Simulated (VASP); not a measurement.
Input of a VASP 6.6.1 run:

INCAR

```
SYSTEM = SrMg
  PREC = Accurate
  ENCUT = 520
  EDIFF = 1E-6
  ISMEAR = 0
  SIGMA = 0.1
  LREAL = .False.
  LASPH = .True.
  NELM = 100
  ALGO = Fast
  ISIF = 2
  LWAVE = .False.
  LCHARG = .False.
  GGA = CA
  NBANDS = 13
```

File KPOINTS:

```
Automatic mesh
0
Gamma
  4 4 4
  0 0 0
```

File POSCAR:

```
SrMg
1.0
    0.0000000000      3.4995140000      3.4995140000
    3.4995140000      0.0000000000      3.4995140000
    3.4995140000      3.4995140000      0.0000000000
Sr Mg
1 1
Direct
    0.5000000000      0.5000000000      0.5000000000
    0.0000000000      0.0000000000      0.0000000000
```

Potentials or basis: VASP PAW LDA potentials, release 64 (Sr_sv, Mg).

Command:

```sh
$ cat potpaw_LDA.64/Sr_sv/POTCAR potpaw_LDA.64/Mg/POTCAR > POTCAR
$ mpirun -np 1 vasp_std > vasp.out
```

Problem. What does it give for the band gap on the k mesh?

Solution. None (metal or under the smearing width).

Problem. What does it give for the pressure?

Solution. -1.2 GPa.

Caveat: the k mesh is coarse (spacing up to 0.39 Å⁻¹), so the values aren't converged.
